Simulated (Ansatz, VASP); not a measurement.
Two plane-wave programs on Sn2TeS

Contents of INCAR:

```
SYSTEM = Sn2TeS
PREC = Accurate
ENCUT = 600
EDIFF = 1E-7
ISMEAR = 0
SIGMA = 0.1
LREAL = .False.
LASPH = .True.
NELM = 80
ALGO = Normal
ISIF = 3
LWAVE = .False.
LCHARG = .False.
GGA = PE
IBRION = 2
NSW = 90
EDIFFG = -0.04
```

Contents of KPOINTS:

```
Automatic mesh
0
Gamma
  4 4 4
  0 0 0
```

The input POSCAR:

```
Sn2TeS
1.0
   -2.9158737300      2.9158737300      3.4068440000
    2.9158737300     -2.9158737300      3.4068440000
    2.9158737300      2.9158737300     -3.4068440000
Sn Te S
2 1 1
Direct
    0.4662001200      0.9662001200      0.5000000000
    0.9662001200      0.4662001200      0.5000000000
    0.7765109200      0.7765109200      0.0000000000
    0.3509750100      0.3509750100      0.0000000000
```

Input for Ansatz:

```yaml
crystal:
  lattice:
    - [-2.91587373, 2.91587373, 3.406844]
    - [2.91587373, -2.91587373, 3.406844]
    - [2.91587373, 2.91587373, -3.406844]
  atoms:
    - { symbol: Sn, position: [0.46620012, 0.96620012, 0.5] }
    - { symbol: Sn, position: [0.96620012, 0.46620012, 0.5] }
    - { symbol: Te, position: [0.77651092, 0.77651092, 0.0] }
    - { symbol: S, position: [0.35097501, 0.35097501, 0.0] }
basis:
  ecutwfc: 420
kpoints:
  mp_grid: { grid: [4, 4, 4] }
hamiltonian:
  xc: pbe
scf:
  occupations: { method: gaussian, width: 0.1 }
  lower_state_search: "off"
output:
  forces: true
  stress: true
  eigenvalues: true
relax:
  adjacent_minimum: "off"
  f_tol: 0.04
  max_steps: 70
  cell: { stress_tol: 0.4 }
```

Alike in both runs: task relaxation of cell and atoms; functional PBE; k mesh 4 × 4 × 4; occupations gaussian, width 0.1 eV; no spin polarisation.

|  | VASP | Ansatz |
| --- | --- | --- |
| version | VASP 6.6.1 | Ansatz 0.2.0 |
| potentials or method | VASP PAW PBE potentials, release 64 (Sn_d, Te, S) | scalar-relativistic, plane waves, PAW |
| plane-wave cutoff (eV) | 600 | 420 |
| valence electrons in the cell | 40 | 50 |

VASP gave:

| Quantity | Value |
| --- | --- |
| gap on the k mesh at the Fermi level, each at its own relaxed structure (eV) | 0.20 |
| relaxed volume (Å³/atom) | 31.74 |
| relaxed cell length with the largest relative difference (Å) | 5.942 |
| energy change over the relaxation (meV/atom) | -125 |

Question: What did Ansatz give for the same quantities?

Answer: gap on the k mesh at the Fermi level, each at its own relaxed structure (eV): 0.19; relaxed volume (Å³/atom): 31.62; relaxed cell length with the largest relative difference (Å): 5.927; energy change over the relaxation (meV/atom): -128.

The two sets of potentials don't hold the same shells in valence.

Caveats: spin-orbit coupling is left out, which moves the levels of the heavy elements.
